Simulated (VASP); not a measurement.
An input for Ansatz (written as the equivalent of a VASP run, and not itself run):

Ansatz 0.2 input:
```yaml
crystal:
  lattice:
    - [0.0000000, 2.7800472, 2.7800472]
    - [2.7800472, 0.0000000, 2.7800472]
    - [2.7800472, 2.7800472, 0.0000000]
  atoms:
    - { symbol: Al, position: [0.0000000, 0.0000000, 0.0000000] }
    - { symbol: P, position: [0.2500000, 0.2500000, 0.2500000] }
kpoints:
  mp_grid: { grid: [6, 6, 6] }
hamiltonian:
  xc: pbe0
  pseudopotentials: { kind: paw }
scf:
  occupations: { method: gaussian, width: 0.05 }
  max_iter: 60
output: { forces: true, stress: true, eigenvalues: true }
```

**Question.** Write the VASP files for the same calculation (PBE0).

**Answer.** This is not unique; one that fits is 
**INCAR**
```
# general
SYSTEM  =AlP
PREC    =Accurate
ENCUT   =520
LREAL   =.False.
LASPH   =.True.
ISYM    =3

# electronic loop
EDIFF   =1E-6
NELM    =60
ALGO    =Normal

# smearing
ISMEAR  =0
SIGMA   =0.05

# functional
GGA     =PE
LHFCALC =.True.
AEXX    =0.25
HFRCUT  =-1
PRECFOCK=Fast

# ions
ISIF    =2

# output
LWAVE   =.False.
LCHARG  =.False.
```

### POSCAR
```
AlP
1
    0.0000000000     2.7800472136     2.7800472136
    2.7800472136     0.0000000000     2.7800472136
    2.7800472136     2.7800472136     0.0000000000
Al P
1 1
Direct
  0.0000000000   0.0000000000   0.0000000000
  0.2500000000   0.2500000000   0.2500000000
```

**KPOINTS**
```
Automatic mesh
0
Gamma
6 6 6
0 0 0
```

POTCAR, in this order: Al P (PBE.64 set). Program: vasp_std. Read from the step before: WAVECAR.

Limits of the translation: each code has its own PAW files, so the cut-off isn't converted (ENCUT is set for VASP's; basis.ecutwfc is left out, and Ansatz then takes the one that its files recommend); Ansatz stops its SCF on the density residual and VASP on the energy change (EDIFF).

The compound is AlP in the zinc blende structure. This cell is one point of a volume scan, at 1.03 of the reference volume.
